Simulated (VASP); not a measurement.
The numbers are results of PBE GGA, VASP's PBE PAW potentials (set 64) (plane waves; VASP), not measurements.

VASP input:

POSCAR:
```
Ga35CN35
1
    4.8683178927    -8.4321738171     0.0000000000
    4.8683178927     8.4321738171     0.0000000000
    0.0000000000     0.0000000000    10.5562839806
Ga N C
35 35 1
Direct
  0.2273410000   0.1142020000   0.2530950000
  0.1111110000   0.2222220000   0.0000000000
  0.2219350000   0.1117750000   0.7514000000
  0.1143040000   0.2292750000   0.4991640000
  0.2222220000   0.4444440000   0.2500000000
  0.1111110000   0.5555560000   0.0000000000
  0.2222220000   0.4444440000   0.7500000000
  0.1111110000   0.5555560000   0.5000000000
  0.2222220000   0.7777780000   0.2500000000
  0.1111110000   0.8888890000   0.0000000000
  0.2222220000   0.7777780000   0.7500000000
  0.1111110000   0.8888890000   0.5000000000
  0.5528000000   0.1046470000   0.2540920000
  0.4444440000   0.2222220000   0.0000000000
  0.5566480000   0.1102890000   0.7515420000
  0.5582510000   0.4415480000   0.2482220000
  0.4444440000   0.5555560000   0.0000000000
  0.5603640000   0.4453840000   0.7527290000
  0.4483370000   0.5539200000   0.5005900000
  0.5555560000   0.7777780000   0.2500000000
  0.4444440000   0.8888890000   0.0000000000
  0.5555560000   0.7777780000   0.7500000000
  0.4444440000   0.8888890000   0.5000000000
  0.8888890000   0.1111110000   0.2500000000
  0.7777780000   0.2222220000   0.0000000000
  0.8888890000   0.1111110000   0.7500000000
  0.7779430000   0.2276260000   0.4954370000
  0.8888890000   0.4444440000   0.2500000000
  0.7777780000   0.5555560000   0.0000000000
  0.8888890000   0.4444440000   0.7500000000
  0.7795070000   0.5622960000   0.4975110000
  0.8888890000   0.7777780000   0.2500000000
  0.7777780000   0.8888890000   0.0000000000
  0.8888890000   0.7777780000   0.7500000000
  0.7777780000   0.8888890000   0.5000000000
  0.2230240000   0.1109330000   0.4369140000
  0.1111110000   0.2222220000   0.1885000000
  0.2222220000   0.1111110000   0.9385000000
  0.1111110000   0.2222220000   0.6885000000
  0.2222220000   0.4444440000   0.4385000000
  0.1111110000   0.5555560000   0.1885000000
  0.2222220000   0.4444440000   0.9385000000
  0.1111110000   0.5555560000   0.6885000000
  0.2222220000   0.7777780000   0.4385000000
  0.1111110000   0.8888890000   0.1885000000
  0.2222220000   0.7777780000   0.9385000000
  0.1111110000   0.8888890000   0.6885000000
  0.5511450000   0.1084890000   0.4361070000
  0.4444440000   0.2222220000   0.1885000000
  0.5555560000   0.1111110000   0.9385000000
  0.4391730000   0.2194900000   0.6856530000
  0.4444440000   0.5555560000   0.1885000000
  0.5555560000   0.4444440000   0.9385000000
  0.4444440000   0.5555560000   0.6885000000
  0.5555560000   0.7777780000   0.4385000000
  0.4444440000   0.8888890000   0.1885000000
  0.5555560000   0.7777780000   0.9385000000
  0.4444440000   0.8888890000   0.6885000000
  0.8888890000   0.1111110000   0.4385000000
  0.7777780000   0.2222220000   0.1885000000
  0.8888890000   0.1111110000   0.9385000000
  0.7777780000   0.2222220000   0.6885000000
  0.8888890000   0.4444440000   0.4385000000
  0.7777780000   0.5555560000   0.1885000000
  0.8888890000   0.4444440000   0.9385000000
  0.7777780000   0.5555560000   0.6885000000
  0.8888890000   0.7777780000   0.4385000000
  0.7777780000   0.8888890000   0.1885000000
  0.8888890000   0.7777780000   0.9385000000
  0.7777780000   0.8888890000   0.6885000000
  0.5521950000   0.4450430000   0.4363450000
```

File KPOINTS:
```
Regular mesh
0
gamma
1 1 1
0 0 0
```

**INCAR**
```
SYSTEM = Ga35CN35
PREC = Normal
ENCUT = 400
EDIFF = 1E-5
NELM = 100
ALGO = Fast
LREAL = Auto
LASPH = .TRUE.
ISMEAR = 0
SIGMA = 0.05
GGA = PE
LMAXMIX = 4
LWAVE = .TRUE.
LCHARG = .FALSE.
NELMIN = 4
ISYM = 0
ISPIN = 2
NUPDOWN = 2
MAGMOM = 71*0.0282
LORBIT = 10
IBRION = 2
ISIF = 2
NSW = 70
EDIFFG = -0.03
```

POTCAR, in this order: Ga N C (PBE.64 set). Program: vasp_gam.

The run wrote:

**OSZICAR**
```
...
RMM:   3    -0.421917470564E+03   -0.14805E-02   -0.10774E-02   758   0.230E-01    0.144E-01
RMM:   4    -0.421917394885E+03    0.75679E-04   -0.21911E-03   745   0.967E-02    0.762E-02
RMM:   5    -0.421917424649E+03   -0.29764E-04   -0.60398E-04   728   0.542E-02    0.287E-02
RMM:   6    -0.421917442822E+03   -0.18173E-04   -0.17882E-04   762   0.248E-02    0.183E-02
RMM:   7    -0.421917445826E+03   -0.30043E-05   -0.25753E-05   473   0.108E-02
  10 F= -.42191745E+03 E0= -.42191745E+03  d E =-.111008E-01  mag=     2.0000
       N       E                     dE             d eps       ncg     rms          rms(c)
DAV:   1    -0.421917451628E+03   -0.88069E-05   -0.42728E-03   848   0.160E-01    0.156E-02
RMM:   2    -0.421917458109E+03   -0.64807E-05   -0.77364E-05   602   0.193E-02    0.762E-03
RMM:   3    -0.421917460007E+03   -0.18976E-05   -0.12069E-05   446   0.795E-03    0.524E-03
RMM:   4    -0.421917460231E+03   -0.22437E-06   -0.27615E-06   406   0.353E-03
  11 F= -.42191746E+03 E0= -.42191746E+03  d E =-.111152E-01  mag=     2.0000
       N       E                     dE             d eps       ncg     rms          rms(c)
DAV:   1    -0.421918618681E+03   -0.11587E-02   -0.14616E+00   720   0.300E+00    0.246E-01
RMM:   2    -0.421920587616E+03   -0.19689E-02   -0.25231E-02   720   0.349E-01    0.118E-01
RMM:   3    -0.421921165736E+03   -0.57812E-03   -0.42168E-03   781   0.138E-01    0.830E-02
RMM:   4    -0.421921105106E+03    0.60629E-04   -0.63694E-04   733   0.550E-02    0.461E-02
RMM:   5    -0.421921105365E+03   -0.25836E-06   -0.26831E-04   721   0.358E-02    0.194E-02
RMM:   6    -0.421921109178E+03   -0.38132E-05   -0.71592E-05   586   0.160E-02
  12 F= -.42192111E+03 E0= -.42192111E+03  d E =-.364895E-02  mag=     2.0000
       N       E                     dE             d eps       ncg     rms          rms(c)
DAV:   1    -0.421921109147E+03   -0.37826E-05   -0.17097E-04   736   0.327E-02    0.778E-03
RMM:   2    -0.421921109548E+03   -0.40118E-06   -0.71081E-06   435   0.597E-03    0.449E-03
RMM:   3    -0.421921109539E+03    0.95424E-08   -0.82915E-07   334   0.233E-03    0.249E-03
RMM:   4    -0.421921109617E+03   -0.78397E-07   -0.34956E-07   246   0.171E-03
  13 F= -.42192111E+03 E0= -.42192111E+03  d E =-.364939E-02  mag=     2.0000
       N       E                     dE             d eps       ncg     rms          rms(c)
DAV:   1    -0.421921791730E+03   -0.68219E-03   -0.64158E-01   728   0.201E+00    0.158E-01
RMM:   2    -0.421922653038E+03   -0.86131E-03   -0.10902E-02   720   0.231E-01    0.743E-02
RMM:   3    -0.421922893228E+03   -0.24019E-03   -0.18310E-03   781   0.914E-02    0.527E-02
RMM:   4    -0.421922864948E+03    0.28280E-04   -0.25619E-04   729   0.362E-02    0.296E-02
RMM:   5    -0.421922863298E+03    0.16500E-05   -0.12114E-04   716   0.242E-02    0.109E-02
RMM:   6    -0.421922865085E+03   -0.17867E-05   -0.22503E-05   470   0.103E-02
  14 F= -.42192287E+03 E0= -.42192287E+03  d E =-.175547E-02  mag=     2.0000
       N       E                     dE             d eps       ncg     rms          rms(c)
DAV:   1    -0.421922865005E+03   -0.17070E-05   -0.75316E-04   776   0.694E-02    0.705E-03
RMM:   2    -0.421922866951E+03   -0.19461E-05   -0.19398E-05   460   0.986E-03    0.393E-03
RMM:   3    -0.421922867341E+03   -0.39015E-06   -0.31358E-06   429   0.408E-03    0.269E-03
RMM:   4    -0.421922867385E+03   -0.43985E-07   -0.72934E-07   268   0.204E-03
  15 F= -.42192287E+03 E0= -.42192287E+03  d E =-.175777E-02  mag=     2.0000
       N       E                     dE             d eps       ncg     rms          rms(c)
DAV:   1    -0.421923067122E+03   -0.19978E-03   -0.28629E-01   728   0.135E+00    0.107E-01
RMM:   2    -0.421923434351E+03   -0.36723E-03   -0.48963E-03   720   0.156E-01    0.496E-02
RMM:   3    -0.421923539986E+03   -0.10563E-03   -0.85107E-04   787   0.627E-02    0.351E-02
RMM:   4    -0.421923529055E+03    0.10930E-04   -0.12000E-04   726   0.242E-02    0.207E-02
RMM:   5    -0.421923526552E+03    0.25038E-05   -0.63809E-05   666   0.172E-02
  16 F= -.42192353E+03 E0= -.42192353E+03  d E =-.659166E-03  mag=     2.0000
       N       E                     dE             d eps       ncg     rms          rms(c)
DAV:   1    -0.421923546999E+03   -0.17944E-04   -0.71193E-03   800   0.213E-01    0.178E-02
RMM:   2    -0.421923554299E+03   -0.72997E-05   -0.11252E-04   697   0.239E-02    0.869E-03
RMM:   3    -0.421923556107E+03   -0.18077E-05   -0.15693E-05   448   0.932E-03    0.521E-03
RMM:   4    -0.421923555856E+03    0.25038E-06   -0.29606E-06   415   0.382E-03
  17 F= -.42192356E+03 E0= -.42192356E+03  d E =-.688471E-03  mag=     2.0000
       N       E                     dE             d eps       ncg     rms          rms(c)
DAV:   1    -0.421923545642E+03    0.10465E-04   -0.26270E-01   728   0.129E+00    0.994E-02
RMM:   2    -0.421923895043E+03   -0.34940E-03   -0.45124E-03   720   0.150E-01    0.458E-02
RMM:   3    -0.421923998860E+03   -0.10382E-03   -0.76742E-04   788   0.600E-02    0.328E-02
RMM:   4    -0.421923987642E+03    0.11217E-04   -0.10374E-04   705   0.229E-02    0.188E-02
RMM:   5    -0.421923986154E+03    0.14881E-05   -0.52576E-05   634   0.160E-02
  18 F= -.42192399E+03 E0= -.42192399E+03  d E =-.430298E-03  mag=     2.0000
       N       E                     dE             d eps       ncg     rms          rms(c)
DAV:   1    -0.421923998767E+03   -0.11125E-04   -0.71541E-03   808   0.214E-01    0.167E-02
RMM:   2    -0.421924006463E+03   -0.76961E-05   -0.11131E-04   700   0.236E-02    0.790E-03
RMM:   3    -0.421924008554E+03   -0.20910E-05   -0.15362E-05   439   0.923E-03    0.491E-03
RMM:   4    -0.421924008346E+03    0.20787E-06   -0.28550E-06   408   0.376E-03
  19 F= -.42192401E+03 E0= -.42192401E+03  d E =-.452490E-03  mag=     2.0000
       N       E                     dE             d eps       ncg     rms          rms(c)
DAV:   1    -0.421923989935E+03    0.18620E-04   -0.14449E-01   728   0.952E-01    0.761E-02
RMM:   2    -0.421924174514E+03   -0.18458E-03   -0.25328E-03   720   0.112E-01    0.363E-02
RMM:   3    -0.421924235895E+03   -0.61381E-04   -0.43451E-04   791   0.451E-02    0.258E-02
RMM:   4    -0.421924228389E+03    0.75051E-05   -0.62915E-05   577   0.177E-02
  20 F= -.42192423E+03 E0= -.42192423E+03  d E =-.220043E-03  mag=     2.0000
       N       E                     dE             d eps       ncg     rms          rms(c)
DAV:   1    -0.421924263996E+03   -0.28101E-04   -0.11918E-02   736   0.274E-01    0.219E-02
RMM:   2    -0.421924280626E+03   -0.16630E-04   -0.21786E-04   720   0.329E-02    0.105E-02
RMM:   3    -0.421924284226E+03   -0.36004E-05   -0.28221E-05   499   0.124E-02    0.678E-03
RMM:   4    -0.421924283441E+03    0.78530E-06   -0.52770E-06   427   0.514E-03
  21 F= -.42192428E+03 E0= -.42192428E+03  d E =-.275095E-03  mag=     2.0000
       N       E                     dE             d eps       ncg     rms          rms(c)
DAV:   1    -0.421924042829E+03    0.24140E-03   -0.12872E-01   728   0.897E-01    0.734E-02
RMM:   2    -0.421924218942E+03   -0.17611E-03   -0.22703E-03   720   0.105E-01    0.335E-02
RMM:   3    -0.421924273704E+03   -0.54762E-04   -0.37353E-04   783   0.418E-02    0.232E-02
RMM:   4    -0.421924268931E+03    0.47733E-05   -0.56666E-05   559   0.162E-02
  22 F= -.42192427E+03 E0= -.42192427E+03  d E =0.145102E-04  mag=     2.0000
       N       E                     dE             d eps       ncg     rms          rms(c)
DAV:   1    -0.421924333190E+03   -0.59486E-04   -0.38029E-02   736   0.488E-01    0.398E-02
RMM:   2    -0.421924387710E+03   -0.54520E-04   -0.68819E-04   720   0.577E-02    0.180E-02
RMM:   3    -0.421924401404E+03   -0.13694E-04   -0.10076E-04   636   0.222E-02    0.121E-02
RMM:   4    -0.421924399498E+03    0.19065E-05   -0.16162E-05   448   0.873E-03
  23 F= -.42192440E+03 E0= -.42192440E+03  d E =-.116057E-03  mag=     2.0000
```

OUTCAR:
```
------------------------ aborting loop because EDIFF is reached ----------------------------------------
  FORCE on cell =-STRESS in cart. coord.  units (eV):
  Direction    XX          YY          ZZ          XY          YZ          ZX
  --------------------------------------------------------------------------------------
  Total       -6.9849895     -4.0382099    -11.0421982     -2.1926370      0.4534959      0.7911910
  in kB      -12.9126921     -7.4651740    -20.4129880     -4.0533844      0.8383482      1.4626229
  external PRESSURE =     -13.5969514 kB  Pullay stress =       0.0000000 kB
  volume of cell :      866.68
      direct lattice vectors                 reciprocal lattice vectors
     4.868317893 -8.432173817  0.000000000     0.102704879 -0.059296690  0.000000000
     4.868317893  8.432173817  0.000000000     0.102704879  0.059296690  0.000000000
     0.000000000  0.000000000 10.556283981     0.000000000  0.000000000  0.094730305
  FREE ENERGIE OF THE ION-ELECTRON SYSTEM (eV)
  ---------------------------------------------------
  free  energy   TOTEN  =      -421.9243994975 eV

  energy  without entropy=     -421.9243994975  energy(sigma->0) =     -421.92439950

 total charge

# of ion       s       p       d       tot
------------------------------------------
    1        0.989   1.362   0.362   2.713
    2        0.990   1.357   0.362   2.709
    3        0.990   1.372   0.367   2.729
    4        0.996   1.378   0.367   2.740
    5        0.987   1.344   0.356   2.687
    6        0.989   1.354   0.362   2.704
    7        0.990   1.365   0.366   2.721
    8        0.995   1.374   0.371   2.739
    9        0.988   1.350   0.359   2.696
   10        0.990   1.356   0.362   2.708
   11        0.988   1.353   0.361   2.703
   12        0.996   1.365   0.362   2.723
   13        0.989   1.362   0.362   2.713
   14        0.986   1.345   0.361   2.692
   15        0.990   1.372   0.367   2.729
   16        1.013   1.401   0.338   2.752
   17        0.991   1.360   0.364   2.714
   18        0.988   1.367   0.367   2.722
   19        1.022   1.417   0.343   2.782
   20        0.985   1.340   0.355   2.681
   21        0.990   1.356   0.362   2.709
   22        0.990   1.360   0.365   2.715
   23        0.996   1.365   0.362   2.723
   24        0.986   1.341   0.356   2.682
   25        0.990   1.357   0.362   2.709
   26        0.990   1.355   0.362   2.707
   27        0.996   1.377   0.367   2.739
   28        0.987   1.344   0.356   2.687
   29        0.991   1.360   0.364   2.715
   30        0.990   1.364   0.366   2.721
   31        1.022   1.417   0.343   2.782
   32        0.985   1.340   0.355   2.681
   33        0.988   1.349   0.359   2.696
   34        0.990   1.360   0.365   2.715
   35        0.985   1.340   0.353   2.678
   36        1.262   2.340   0.000   3.602
   37        1.231   2.450   0.000   3.681
   38        1.233   2.448   0.000   3.681
   39        1.229   2.457   0.000   3.686
   40        1.229   2.461   0.000   3.691
   41        1.229   2.455   0.000   3.684
   42        1.229   2.458   0.000   3.687
   43        1.229   2.454   0.000   3.684
   44        1.230   2.456   0.000   3.685
   45        1.231   2.450   0.000   3.681
   46        1.229   2.455   0.000   3.684
   47        1.229   2.457   0.000   3.686
   48        1.262   2.340   0.000   3.603
   49        1.232   2.447   0.000   3.679
   50        1.233   2.448   0.000   3.681
   51        1.258   2.352   0.000   3.610
   52        1.232   2.448   0.000   3.681
   53        1.233   2.446   0.000   3.679
   54        1.229   2.461   0.000   3.690
   55        1.245   2.407   0.000   3.653
   56        1.231   2.450   0.000   3.681
   57        1.229   2.456   0.000   3.686
   58        1.229   2.457   0.000   3.686
   59        1.241   2.428   0.000   3.669
   60        1.231   2.451   0.000   3.681
   61        1.229   2.455   0.000   3.684
   62        1.229   2.457   0.000   3.686
   63        1.230   2.461   0.000   3.691
   64        1.232   2.448   0.000   3.681
   65        1.229   2.458   0.000   3.687
   66        1.229   2.461   0.000   3.690
   67        1.245   2.408   0.000   3.653
   68        1.229   2.453   0.000   3.681
   69        1.229   2.456   0.000   3.686
   70        1.229   2.453   0.000   3.682
   71        0.901   1.387   0.000   2.289
--------------------------------------------------
tot         78.817 134.511  12.614 225.941

 magnetization (x)

# of ion       s       p       d       tot
------------------------------------------
    1       -0.004  -0.006   0.010  -0.001
    2       -0.001   0.001   0.002   0.003
    3       -0.005  -0.008   0.009  -0.003
    4       -0.005  -0.005   0.012   0.002
    5       -0.000  -0.001   0.001   0.000
    6        0.000  -0.000   0.000   0.000
    7       -0.000  -0.000   0.001   0.000
    8       -0.000  -0.000   0.001   0.001
    9       -0.000  -0.000   0.001   0.000
   10       -0.000   0.002   0.002   0.003
...
```
(Selected blocks of OUTCAR.)

CONTCAR:
```
Ga35CN35
   1.00000000000000
     4.8683178927000004   -8.4321738171000007    0.0000000000000000
     4.8683178927000004    8.4321738171000007    0.0000000000000000
     0.0000000000000000    0.0000000000000000   10.5562839805999999
  Ga              N               C
    35    35     1
Direct
     0.2223209439798527    0.1110180751070640    0.2484399489253609
     0.1107349160314957    0.2223338717729704    0.9996201366076192
     0.2198731712277819    0.1109274426799484    0.7488295285331210
     0.1117414959179973    0.2243316337863825    0.5010671069650399
     0.2226509833622365    0.4444864638068206    0.2497269980380356
     0.1112983004635489    0.5558011595411848    0.0010726409727463
     0.2211544145323217    0.4449662614466909    0.7514994038803768
     0.1116531261370841    0.5566844169768451    0.5000632813736557
     0.2225019642662630    0.7780878938058959    0.2495254378720385
     0.1109698476611209    0.8885226358394807    0.9995348427480358
     0.2224722087260535    0.7783627765687201    0.7505487884317353
     0.1139528581311250    0.8899330485853727    0.5010992826892895
     0.5555112200129354    0.1108955837596574    0.2483772682551108
     0.4441396000511110    0.2214563653504463    0.9963847824848179
     0.5576600341505966    0.1108533483368294    0.7488276026068733
     0.5538948010008620    0.4406950388840423    0.2457127270852262
     0.4440706571328696    0.5559793571966156    0.9986476279698097
     0.5581726989189210    0.4494118275562164    0.7491035886481018
     0.4375124626948764    0.5515908533627160    0.5042822836031596
     0.5548565810649039    0.7762193145485741    0.2493711878592501
     0.4443613492044279    0.8885357439286281    0.9995580304621664
     0.5560504326771389    0.7792305187526870    0.7504034771257988
     0.4428110891809567    0.8898511099340016    0.5010698950387757
     0.8889203410124630    0.1110916306691461    0.2499840213297011
     0.7784496413160975    0.2223887432516057    0.9996508765025922
     0.8888540668660408    0.1110437596517426    0.7501103835747858
     0.7791422960298725    0.2244217655217984    0.5011464066362734
     0.8888068476411023    0.4445032709343000    0.2497374570625447
     0.7787563746885640    0.5560607492001161    0.9986973788204289
     0.8904142914674609    0.4449621616737447    0.7514999234243533
     0.7809156273993899    0.5519038157277126    0.5042421483480133
     0.8884358480992861    0.7764453715155741    0.2493892779714660
     0.7777888540759957    0.8888953752500620    0.0006459568664990
     0.8899299815108314    0.7793615856621604    0.7504368460931246
     0.7775238209178130    0.8883151481729593    0.4995724310166954
     0.2029305080473259    0.1024627654457888    0.4327509897322178
     0.1109766666051199    0.2225714267075831    0.1875500871061445
     0.2206957219639041    0.1104285882061298    0.9382216156405014
     0.1105998806310129    0.2234080254387962    0.6885945416968532
     0.2191508719310583    0.4443396565866886    0.4383614352440091
     0.1113808257999233    0.5557745519318202    0.1890082768058126
     0.2213894806477155    0.4443665677674134    0.9388900013253132
     0.1116635213983762    0.5566643335955951    0.6884595620259333
     0.2225885719657652    0.7783874102386606    0.4382296343526257
     0.1107263993533883    0.8880747188195083    0.1875014485060598
     0.2222515905259084    0.7776671160267420    0.9383010780745311
     0.1115114438342769    0.8892860655934565    0.6883778331013506
     0.5661905059481988    0.1023028502297438    0.4327157010043381
     0.4430867202765028    0.2192282539373198    0.1847234652061902
     0.5565559203148506    0.1104558219695824    0.9382418041448297
     0.4454227243394160    0.2242089778053869    0.7100463129238932
     0.4437168288924755    0.5552483283593254    0.1858324705061150
     0.5562316777267731    0.4456349577351945    0.9386731577303737
     0.4427860938759634    0.5572590089892326    0.6916380772055825
     0.5548504157863103    0.7761742736127818    0.4383128444534923
     0.4442087628058763    0.8879075399507586    0.1874897057945786
     0.5561621538491027    0.7785147021342064    0.9383300939636424
     0.4443677075253252    0.8891634599219498    0.6883837411935676
     0.8885431722405992    0.1105049222005022    0.4384698953419427
     0.7784668070877236    0.2225786101783222    0.1875478560565433
     0.8887479700413611    0.1107409805136649    0.9382052242741266
     0.7793849529508666    0.2233377877698854    0.6886644787208928
     0.8918232752751549    0.4443880659040178    0.4383570416685240
     0.7786543400417456    0.5554360064906163    0.1858639741896133
     0.8897545803176209    0.4444288162233403    0.9389216593389642
     0.7813338779421073    0.5574182018868065    0.6915757296091782
     0.8883111657072594    0.7764689354055309    0.4382955294804223
     0.7776775197434742    0.8884909240649032    0.1891136589885088
     0.8891222566829858    0.7785448908791472    0.9383659235323683
     0.7778555758183184    0.8891166474017249    0.6878349349409393
     0.5655423645548042    0.4643666913191502    0.4330722402973365
```

At this cut-off the stress carries a Pulay error, which pulls relaxed volumes low. The supercell is sampled at Γ alone, which is coarse: total energies, pressure and levels can be off, energies of defects by several tenths of an eV.

The cell is a supercell with a defect, built from GaN (wurtzite): C_N-vac_Ga.
